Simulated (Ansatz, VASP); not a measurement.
# ZrB2: VASP beside Ansatz

One calculation is typed for both programs; each brings its own data sets. How far apart do they land? The cell is taken from a series of runs on this material, whose earlier steps may have relaxed, scaled, displaced or heated it; both programs get it as it stands.

Main program and level: Ansatz 0.2.0; plane waves, with VASP 6.6.1 beside it; zone-centre phonons at PBEsol.

### Step 1. The starting structure

The structure is hexagonal, space group P6/mmm (No. 191). The conventional cell has a = 3.183 Å, b = 3.183 Å, c = 3.367 Å, α = 90.00°, β = 90.00°, γ = 120.00°. Nearest to B lie 3 B at 1.84 Å and 6 Zr at 2.49 Å. Nearest to Zr lie 12 B at 2.49 Å. Farther neighbours are not listed.

### Step 2. VASP: zone-centre phonons, PBEsol

Second derivatives magnify differences that forces hide, and they need a tight electronic threshold.

Lines of VASP's logs that name or quote its potential files are left out, and so is its time.

Contents of INCAR:

```
SYSTEM = ZrB2
PREC = Accurate
ENCUT = 500
EDIFF = 1E-08
NELM = 120
ISMEAR = 1
SIGMA = 0.2
LREAL = .FALSE.
ALGO = Normal
GGA = PS
NBANDS = 15
LASPH = .TRUE.
LORBIT = 11
LWAVE = .FALSE.
LCHARG = .FALSE.
ISIF = 2
IBRION = 8
GGA_COMPAT = .FALSE.
KPAR = 2
```

Contents of POSCAR:

```
ZrB2
1.0
    3.1827419487      0.0000000000      0.0000000000
   -1.5913709743      2.7563353813      0.0000000000
    0.0000000000      0.0000000000      3.3671382702
B Zr
2 1
Direct
    0.3333333333      0.6666666667      0.5000000000
    0.6666666667      0.3333333333      0.5000000000
    0.0000000000      0.0000000000      0.0000000000
```

Contents of KPOINTS:

```
Automatic mesh
0
Gamma
15 15 12
0 0 0
```

The projector-augmented-wave data sets are B and Zr_sv (PBE family, release 64).

Launch:

```console
$ mpirun -np 2 vasp_std
```

Numbers of over 12 decimals in the logs are rounded to 6 here.

What it wrote:

```text
[banner, memory and clock lines left out]
running    2 mpi-ranks, on    1 nodes
 distrk:  each k-point on    1 cores,    2 groups
 distr:  one band on    1 cores,    1 groups

 POSCAR found type information on POSCAR B Zr
 POSCAR found :  2 types and       3 ions
|                                                                             |
|               ----> ADVICE to this user running VASP <----                  |
|                                                                             |
|     You enforced a specific xc type in the INCAR file but a different       |
|     [... a line on the potential file left out ...]
|     I HOPE YOU KNOW WHAT YOU ARE DOING!                                     |
|                                                                             |

 LDA part: xc-table for (Slater+PW92), standard interpolation
 POSCAR, INCAR and KPOINTS ok, starting setup
 FFT: planning ... GRIDC
 FFT: planning ... GRID_SOFT
 FFT: planning ... GRID
 WAVECAR not read
 entering main loop
       N       E                     dE             d eps       ncg     rms          rms(c)
DAV:   1     0.100582994733E+03    0.10058E+03   -0.96090E+03  5694   0.117E+03
DAV:   2    -0.245196313721E+02   -0.12510E+03   -0.12062E+03  7133   0.302E+02
DAV:   3    -0.286827828307E+02   -0.41632E+01   -0.41433E+01  9217   0.474E+01
DAV:   4    -0.287407698986E+02   -0.57987E-01   -0.57977E-01  6473   0.526E+00
DAV:   5    -0.287420792973E+02   -0.13094E-02   -0.13094E-02  8869   0.536E-01    0.250E+01
DAV:   6    -0.263970578170E+02    0.23450E+01   -0.52522E+00  7120   0.165E+01    0.105E+01
DAV:   7    -0.263394828592E+02    0.57575E-01   -0.73024E-01  8475   0.552E+00    0.340E+00
DAV:   8    -0.263403588734E+02   -0.87601E-03   -0.10506E-01  6826   0.287E+00    0.557E-01
DAV:   9    -0.263363698875E+02    0.39890E-02   -0.18655E-02  7048   0.113E+00    0.165E-01
DAV:  10    -0.263362264834E+02    0.14340E-03   -0.85673E-04  6624   0.275E-01    0.443E-02
DAV:  11    -0.263362226861E+02    0.37973E-05   -0.50972E-05  8163   0.645E-02    0.147E-02
DAV:  12    -0.263362210375E+02    0.16486E-05   -0.37573E-06  8070   0.148E-02    0.434E-03
DAV:  13    -0.263362208739E+02    0.16363E-06   -0.51200E-07  8245   0.583E-03    0.193E-03
DAV:  14    -0.263362207685E+02    0.10535E-06   -0.55238E-08  6692   0.229E-03    0.344E-04
DAV:  15    -0.263362207510E+02    0.17494E-07   -0.26847E-09  3360   0.492E-04    0.111E-04
DAV:  16    -0.263362207437E+02    0.73728E-08   -0.85708E-10  3122   0.251E-04
   1 F= -.26336221E+02 E0= -.26336192E+02  d E =-.863241E-04
 Linear response reoptimize wavefunctions to high precision
DAV:   1    -0.263362207432E+02    0.44315E-09   -0.24481E-10  3780   0.984E-05
DAV:   2    -0.263362207432E+02   -0.21373E-10   -0.89392E-11  3045   0.494E-05
 Linear response DOF=           4
 Linear response progress:
  Degree of freedom:   1/  4
       N       E                     dE             d eps       ncg     rms          rms(c)
RMM:   1    -0.476830341435E-01   -0.47683E-01   -0.22604E-02 57801   0.107E+00
RMM:   2    -0.427424906452E-01    0.49405E-02   -0.22221E-03 47472   0.251E-01    0.144E-01
RMM:   3    -0.426877502883E-01    0.54740E-04   -0.69965E-04 45376   0.131E-01    0.714E-02
RMM:   4    -0.431489902448E-01   -0.46124E-03   -0.42786E-04 45103   0.102E-01    0.868E-03
RMM:   5    -0.431554576316E-01   -0.64674E-05   -0.54760E-05 52763   0.291E-02    0.242E-03
RMM:   6    -0.431572913093E-01   -0.18337E-05   -0.10351E-05 55764   0.105E-02    0.126E-03
RMM:   7    -0.431536886654E-01    0.36026E-05   -0.21690E-06 56752   0.468E-03    0.311E-04
RMM:   8    -0.431556577615E-01   -0.19691E-05   -0.91017E-07 58249   0.215E-03    0.154E-04
RMM:   9    -0.431550847387E-01    0.57302E-06   -0.75505E-08 58970   0.101E-03    0.367E-05
RMM:  10    -0.431552583287E-01   -0.17359E-06   -0.24709E-07 58977   0.494E-04    0.260E-05
RMM:  11    -0.431550974744E-01    0.16085E-06   -0.69351E-08 58917   0.248E-04    0.941E-06
RMM:  12    -0.431551033473E-01   -0.58729E-08   -0.82944E-08 58970   0.130E-04    0.800E-06
 first order change of Fermi-energy   0.23377E-04
 force on displaced ion       1 direction 1 : -14.920  -0.001   0.000
 Linear response progress:
  Degree of freedom:   2/  4
       N       E                     dE             d eps       ncg     rms          rms(c)
RMM:   1    -0.467968036624E-01   -0.46797E-01   -0.35258E-03 20166   0.111E+00
RMM:   2    -0.443185851294E-01    0.24782E-02   -0.17758E-03 16301   0.243E-01    0.118E-01
RMM:   3    -0.443148900533E-01    0.36951E-05   -0.78305E-04 15859   0.138E-01    0.549E-02
RMM:   4    -0.447221482037E-01   -0.40726E-03   -0.32458E-04 16830   0.900E-02    0.112E-02
RMM:   5    -0.447869393188E-01   -0.64791E-04   -0.53258E-05 18469   0.335E-02    0.363E-03
RMM:   6    -0.447988923909E-01   -0.11953E-04   -0.11580E-05 19191   0.132E-02    0.841E-04
RMM:   7    -0.447920190312E-01    0.68734E-05   -0.10581E-06 19778   0.574E-03    0.239E-04
RMM:   8    -0.447931334523E-01   -0.11144E-05   -0.74359E-07 19582   0.278E-03    0.128E-04
RMM:   9    -0.447922826367E-01    0.85082E-06   -0.35711E-07 19507   0.143E-03    0.951E-05
RMM:  10    -0.447927945527E-01   -0.51192E-06   -0.29841E-07 19890   0.783E-04    0.103E-05
RMM:  11    -0.447928159963E-01   -0.21444E-07   -0.56014E-08 21035   0.392E-04    0.134E-05
RMM:  12    -0.447928094412E-01    0.65551E-08    0.29810E-08 20677   0.198E-04    0.888E-06
 first order change of Fermi-energy  -0.13190E-03
 force on displaced ion       1 direction 3 :   0.000  -0.000 -11.021
 Linear response progress:
  Degree of freedom:   3/  4
       N       E                     dE             d eps       ncg     rms          rms(c)
RMM:   1    -0.690850171882E+00   -0.69085E+00    0.29745E+00 15542   0.150E+01
RMM:   2    -0.633553132351E+00    0.57297E-01   -0.18711E-01 21351   0.284E+00    0.178E-01
RMM:   3    -0.634990948712E+00   -0.14378E-02   -0.32221E-02 25606   0.862E-01    0.578E-02
RMM:   4    -0.636588968800E+00   -0.15980E-02   -0.57582E-03 31630   0.305E-01    0.311E-02
RMM:   5    -0.637054102173E+00   -0.46513E-03   -0.97952E-04 31683   0.118E-01    0.180E-02
RMM:   6    -0.637018241124E+00    0.35861E-04   -0.15126E-04 31702   0.534E-02    0.414E-03
RMM:   7    -0.637006036641E+00    0.12204E-04   -0.45865E-05 32856   0.257E-02    0.370E-03
RMM:   8    -0.636999356100E+00    0.66805E-05   -0.25923E-05 33040   0.144E-02    0.978E-04
RMM:   9    -0.637005911284E+00   -0.65552E-05   -0.12130E-05 33520   0.868E-03    0.165E-04
RMM:  10    -0.637006380664E+00   -0.46938E-06   -0.98211E-06 34221   0.558E-03    0.173E-04
RMM:  11    -0.637007021646E+00   -0.64098E-06   -0.72465E-06 35036   0.395E-03    0.211E-04
RMM:  12    -0.637003481012E+00    0.35406E-05   -0.59786E-06 33373   0.306E-03    0.229E-04
RMM:  13    -0.637005970958E+00   -0.24899E-05   -0.48113E-06 31938   0.244E-03    0.150E-04
RMM:  14    -0.637011220637E+00   -0.52497E-05   -0.41023E-06 31319   0.204E-03    0.877E-05
[...]
RMM:  25    -0.637017685980E+00    0.19192E-07   -0.96034E-07 28108   0.418E-04    0.392E-05
RMM:  26    -0.637017729755E+00   -0.43775E-07   -0.87631E-07 24797   0.378E-04    0.449E-05
RMM:  27    -0.637017725288E+00    0.44664E-08   -0.79673E-07 20425   0.343E-04    0.513E-05
RMM:  28    -0.637017757052E+00   -0.31764E-07   -0.72279E-07 22569   0.313E-04    0.556E-05
RMM:  29    -0.637017765623E+00   -0.85706E-08   -0.65906E-07 19103   0.285E-04    0.603E-05
RMM:  30    -0.637017793775E+00   -0.28152E-07   -0.60766E-07 23925   0.261E-04    0.640E-05
RMM:  31    -0.637017799587E+00   -0.58127E-08   -0.55507E-07 17423   0.239E-04    0.678E-05
RMM:  32    -0.637017809485E+00   -0.98974E-08   -0.51284E-07 17064   0.220E-04    0.713E-05
 first order change of Fermi-energy   0.11467E-03
 force on displaced ion       3 direction 1 : -15.539  -0.000   0.000
 Linear response progress:
  Degree of freedom:   4/  4
       N       E                     dE             d eps       ncg     rms          rms(c)
RMM:   1    -0.744795069803E+00   -0.74480E+00    0.27863E+00  6649   0.149E+01
RMM:   2    -0.686244461768E+00    0.58551E-01   -0.16627E-01  8847   0.270E+00    0.204E-01
RMM:   3    -0.689330970745E+00   -0.30865E-02   -0.35758E-02 10413   0.807E-01    0.662E-02
RMM:   4    -0.691679555469E+00   -0.23486E-02   -0.73650E-03 12025   0.288E-01    0.382E-02
RMM:   5    -0.691960690653E+00   -0.28114E-03   -0.10441E-03 12629   0.104E-01    0.236E-02
RMM:   6    -0.691821393751E+00    0.13930E-03   -0.13022E-04 12658   0.485E-02    0.430E-03
RMM:   7    -0.691874016578E+00   -0.52623E-04   -0.45843E-05 12969   0.220E-02    0.436E-03
RMM:   8    -0.691860510065E+00    0.13507E-04   -0.29157E-05 13279   0.119E-02    0.115E-03
RMM:   9    -0.691864002318E+00   -0.34923E-05   -0.23174E-05 13738   0.684E-03    0.763E-04
RMM:  10    -0.691866559950E+00   -0.25576E-05   -0.22023E-05 13315   0.485E-03    0.409E-04
RMM:  11    -0.691866643685E+00   -0.83735E-07   -0.18344E-05 13204   0.335E-03    0.578E-05
RMM:  12    -0.691867207331E+00   -0.56365E-06   -0.16696E-05 14100   0.240E-03    0.935E-05
RMM:  13    -0.691866775202E+00    0.43213E-06   -0.13754E-05 13794   0.181E-03    0.123E-04
RMM:  14    -0.691867952024E+00   -0.11768E-05   -0.12422E-05 13092   0.145E-03    0.613E-05
[...]
RMM:  27    -0.691873028451E+00    0.18644E-09   -0.32663E-06  9100   0.137E-04    0.668E-06
RMM:  28    -0.691873057007E+00   -0.28555E-07   -0.30187E-06 10509   0.119E-04    0.758E-06
RMM:  29    -0.691873030426E+00    0.26581E-07   -0.27469E-06  8725   0.103E-04    0.974E-06
RMM:  30    -0.691873046962E+00   -0.16537E-07   -0.25474E-06  7351   0.887E-05    0.105E-05
RMM:  31    -0.691873042234E+00    0.47289E-08   -0.23184E-06  6727   0.770E-05    0.115E-05
RMM:  32    -0.691873047266E+00   -0.50320E-08   -0.21557E-06  6604   0.670E-05    0.123E-05
RMM:  33    -0.691873046689E+00    0.57651E-09   -0.19629E-06  6432   0.585E-05    0.130E-05
RMM:  34    -0.691873048129E+00   -0.14395E-08   -0.18285E-06  6074   0.511E-05    0.137E-05
 first order change of Fermi-energy   0.66938E-03
 force on displaced ion       3 direction 3 :  -0.000  -0.000 -17.536
 Linear response finished
```

OUTCAR, selected parts (step 2):

```text
ion  position               nearest neighbor table
   1  0.333  0.667  0.500-   2 1.84   2 1.84   2 1.84   3 2.49   3 2.49   3 2.49   3 2.49   3 2.49
                             3 2.49
   2  0.667  0.333  0.500-   1 1.84   1 1.84   1 1.84   3 2.49   3 2.49   3 2.49   3 2.49   3 2.49
                             3 2.49
   3  0.000  0.000  0.000-   1 2.49   2 2.49   1 2.49   2 2.49   2 2.49   2 2.49   1 2.49   1 2.49
                             2 2.49   2 2.49   1 2.49   1 2.49

  LATTYP: Found a hexagonal cell.
 ALAT       =     3.1827419487
 C/A-ratio  =     1.0579363092

 Subroutine GETGRP returns: Found 24 space group operations
 (whereof 24 operations were pure point group operations)

The static configuration has the point symmetry D_6h.

 Found    189 irreducible k-points:

   k-points           NKPTS =    189   k-points in BZ     NKDIM =    189   number of bands    NBANDS=     15

   dimension x,y,z NGX =    24 NGY =   24 NGZ =   28
   dimension x,y,z NGXF=    48 NGYF=   48 NGZF=   56

   ENCUT  =  500.0 eV  36.75 Ry    6.06 a.u.   5.80  5.80  6.14*2*pi/ulx,y,z

   NELECT =      18.0000    total number of electrons

 k-points in reciprocal lattice and weights: Automatic mesh
   0.00000000  0.00000000  0.00000000       0.000
   0.06666667 -0.00000000  0.00000000       0.002
   0.13333333 -0.00000000  0.00000000       0.002
   0.20000000 -0.00000000  0.00000000       0.002
   0.26666667 -0.00000000  0.00000000       0.002
   0.33333333 -0.00000000  0.00000000       0.002
   0.40000000 -0.00000000  0.00000000       0.002
   0.46666667 -0.00000000  0.00000000       0.002
   0.06666667  0.06666667  0.00000000       0.002
[...]
0.33333333  0.26666667  0.50000000       0.004
   0.33333333  0.33333333  0.50000000       0.001

 average (electrostatic) potential at core
       1 -21.7114       2 -21.7114       3 -71.8693

  Total        0.0664915      0.0664915      3.1914456      0.0000000      0.0000000      0.0000000
  in kB        3.6064698      3.6064698    173.1025973      0.0000000      0.0000000      0.0000000
  external PRESSURE =      60.1051790 kB  Pullay stress =       0.0000000 kB

  energy-cutoff  :      500.00
  volume of cell :       29.54
      direct lattice vectors                 reciprocal lattice vectors
     3.182741949  0.000000000  0.000000000     0.314194495  0.181400276  0.000000000
    -1.591370974  2.756335381  0.000000000     0.000000000  0.362800553  0.000000000
     0.000000000  0.000000000  3.367138270     0.000000000  0.000000000  0.296988101

 POSITION                                       TOTAL-FORCE (eV/Angst)
 -----------------------------------------------------------------------------------
     -0.00000      1.83756      1.68357        -0.000000      0.000000      0.000000
      1.59137      0.91878      1.68357         0.000000     -0.000000     -0.000000
      0.00000      0.00000      0.00000         0.000000      0.000000      0.000000
 -----------------------------------------------------------------------------------
    total drift:                               -0.000000      0.000000     -0.000000

 Eigenvectors and eigenvalues of the dynamical matrix
 ----------------------------------------------------

   1 f  =   22.341834 THz   140.377884 2PiTHz  745.243368 cm-1    92.398360 meV
             X         Y         Z           dx          dy          dz
     -0.000000  1.837557  1.683569     0.324823    0.628084    0.000000
      1.591371  0.918778  1.683569    -0.324823   -0.628084   -0.000000
      0.000000  0.000000  0.000000    -0.000000   -0.000000   -0.000000

   2 f  =   22.341834 THz   140.377884 2PiTHz  745.243368 cm-1    92.398360 meV
             X         Y         Z           dx          dy          dz
     -0.000000  1.837557  1.683569     0.628084   -0.324823   -0.000000
      1.591371  0.918778  1.683569    -0.628084    0.324823   -0.000000
      0.000000  0.000000  0.000000     0.000000   -0.000000   -0.000000

   3 f  =   17.322224 THz   108.838743 2PiTHz  577.807195 cm-1    71.638930 meV
             X         Y         Z           dx          dy          dz
     -0.000000  1.837557  1.683569     0.000000    0.000000   -0.707107
      1.591371  0.918778  1.683569    -0.000000    0.000000    0.707107
      0.000000  0.000000  0.000000    -0.000000   -0.000000    0.000000

   4 f  =   15.659563 THz    98.391935 2PiTHz  522.346789 cm-1    64.762719 meV
             X         Y         Z           dx          dy          dz
     -0.000000  1.837557  1.683569     0.000000    0.000000   -0.635773
      1.591371  0.918778  1.683569     0.000000    0.000000   -0.635773
      0.000000  0.000000  0.000000    -0.000000   -0.000000    0.437706

   5 f  =   14.733063 THz    92.570568 2PiTHz  491.442097 cm-1    60.931027 meV
             X         Y         Z           dx          dy          dz
     -0.000000  1.837557  1.683569     0.292016    0.564653    0.000000
      1.591371  0.918778  1.683569     0.292016    0.564653   -0.000000
      0.000000  0.000000  0.000000    -0.201172   -0.388994   -0.000000

   6 f  =   14.733063 THz    92.570568 2PiTHz  491.442097 cm-1    60.931027 meV
             X         Y         Z           dx          dy          dz
     -0.000000  1.837557  1.683569     0.564653   -0.292016   -0.000000
      1.591371  0.918778  1.683569     0.564653   -0.292016   -0.000000
      0.000000  0.000000  0.000000    -0.388994    0.201172    0.000000

   7 f/i=    0.000399 THz     0.002510 2PiTHz    0.013324 cm-1     0.001652 meV
             X         Y         Z           dx          dy          dz
     -0.000000  1.837557  1.683569    -0.000000    0.000000    0.309505
      1.591371  0.918778  1.683569    -0.000000    0.000000    0.309505
      0.000000  0.000000  0.000000    -0.000000    0.000000    0.899118

   8 f/i=    0.003377 THz     0.021216 2PiTHz    0.112632 cm-1     0.013965 meV
             X         Y         Z           dx          dy          dz
     -0.000000  1.837557  1.683569     0.023206   -0.308796    0.000000
      1.591371  0.918778  1.683569     0.023206   -0.308796    0.000000
      0.000000  0.000000  0.000000     0.067370   -0.896479    0.000000

   9 f/i=    0.003377 THz     0.021216 2PiTHz    0.112632 cm-1     0.013965 meV
             X         Y         Z           dx          dy          dz
     -0.000000  1.837557  1.683569     0.308796    0.023206   -0.000000
      1.591371  0.918778  1.683569     0.308796    0.023206   -0.000000
      0.000000  0.000000  0.000000     0.896479    0.067370   -0.000000

 ELASTIC MODULI CONTR FROM IONIC RELAXATION (kBar)
 Direction    XX          YY          ZZ          XY          YZ          ZX
 --------------------------------------------------------------------------------
 XX         -50.0532     50.0532     -0.0000     -0.0000     -0.0000      0.0000
 YY          50.0532    -50.0532      0.0000     -0.0000      0.0000     -0.0000
 ZZ          -0.0000      0.0000     -0.0000      0.0000     -0.0000      0.0000
 XY          -0.0000     -0.0000      0.0000    -50.0532     -0.0000      0.0000
 YZ          -0.0000      0.0000     -0.0000     -0.0000     -0.0000      0.0000
 ZX           0.0000     -0.0000      0.0000      0.0000      0.0000     -0.0000
 --------------------------------------------------------------------------------
```

(Part 1 of 2 ends here.)

[Lines on the potential files, build, host, timing and source positions are cut from VASP's logs without a mark.]

[Logs are printed without paths, hosts, clocks, repeated set-up lines and the standing remarks that a program may print on its own settings, such as how far it seeks lower states.]

[Hosts, paths, dates, database ids (printed as entryN), source tags and the programs' standing remarks are cut or masked in the printed files.]
